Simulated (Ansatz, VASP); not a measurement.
## BaTaCuO5: VASP beside Ansatz

```
Ta Ba Cu O
1.0
     3.80533    0.00000    0.00000
     0.00000    3.80533    0.00000
     0.00000    0.00000    9.17285
Ta Ba Cu O
1 1 1 5
Direct
  0.99980 0.99232 0.71204
  0.50447 0.50387 0.02879
  0.00944 0.99081 0.27525
  0.99999 0.99328 0.91152
  0.00165 0.49228 0.23984
  0.49737 0.00746 0.23662
  0.01202 0.49587 0.66602
  0.49296 0.99388 0.66659
```

Change from the starting cell: atoms moved at random, drawn with an rms of 0.05 Å.

Alike in both runs: task single point; functional PBE; k mesh 7 × 7 × 3; occupations fermi-dirac, width 0.05 eV; no spin polarisation.

```csv
,VASP,Ansatz
version,VASP 6.6.1,Ansatz 0.2.0
potentials or method,"VASP PAW PBE potentials, release 64 (Ta_pv, Ba_sv, Cu, O)",Ansatz PAW
plane-wave cutoff (eV),520,420
valence electrons in the cell,62,72
```

```csv
,VASP,Ansatz,Ansatz less VASP
gap on the k mesh at the Fermi level (eV),none,none,-
pressure (GPa),0.7,-0.4,-1.13
largest component of the traceless stress (GPa),1.12,1.24,+0.116
rms of the force components (eV/Å),0.454,0.420,-0.0343
```

Atom by atom the forces differ by 0.069 eV/Å (rms over components). A gap of «none» marks a metal or a gap that the smearing closes. The two sets of potentials don't hold the same shells in valence.

Caveats: the run has no spin polarisation, though such a crystal can be magnetic; semilocal functionals often make such compounds metallic where correlation or magnetic order opens a gap, which also shifts bond lengths; the pressure holds a Pulay correction of +0.5 GPa for the finite cutoff (Ansatz). The runs have no spin-orbit coupling, so splittings on Ba, Ta are missing.
